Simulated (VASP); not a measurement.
SrCl2: energy against strain

SrCl2 (fluorite, Fm-3m, 27.617 Å³/atom and stress up to 0.09 GPa in the relaxed cell, cube axes along x, y and z) under an equal strain ε along x and y, with z held. PBEsol in VASP (plane waves, PAW), 480 eV, 8×8×8 Γ-centred mesh, Gaussian smearing 0.05 eV; ions are relaxed, or left where forces stay under 0.02 eV/Å, within the symmetry of each cell.

Here s stands for strain and y for E less E0.

```csv
strain (%),E less E0 (meV/atom)
-1.50,3.71
-1.00,1.62
-0.50,0.39
0.00,0.00
0.50,0.42
1.00,1.61
1.50,3.54
3.00,?
```

Fit y of the 7 rows that show it with a parabola. Least squares gives y = 0.002 - 0.0357·s + 1.6105·s². Residuals (row less fit): 0.031, -0.028, -0.032, -0.002, 0.033, 0.033, -0.032; standard error 0.039 (degrees of freedom: 4). Twice the quadratic coefficient over the volume, 2 × 1.6105 meV × 10⁴ × 0.1602 / 27.617 Å³, is the elastic constants 2(C11 + C12) = 187 ± 2 GPa (± standard error of the fit, which holds the terms cut off).

Problem. Predict the withheld y at s = 3.00 from the fit, and compare with the calculation.

Solution. y = 0.002 - 0.0357 × 3.0 + 1.6105 × 3.0² = 14.389 meV/atom. The calculation gives 13.52 meV/atom, 0.869 meV/atom below the prediction (6.4 % of the range of y in the table). The row lies outside the fitted rows, so this is an extrapolation. From the scatter of the fitted rows alone, a prediction at this place has a standard error of 0.149 meV/atom, so the miss is 5.8 times that.

A polynomial of degree 3 through the 12 other runs of the series gives 13.49 there, so most of the miss is curvature that the fit leaves out. Rows are the converged runs of the series near zero and its far end, less any whose ions stayed unrelaxed beside relaxed ones; series whose fitted rows scatter by over a few per cent of the range, as at a crossing or softening among them, aren't shown in this form. Most that stay on the fit to the last digits aren't either.
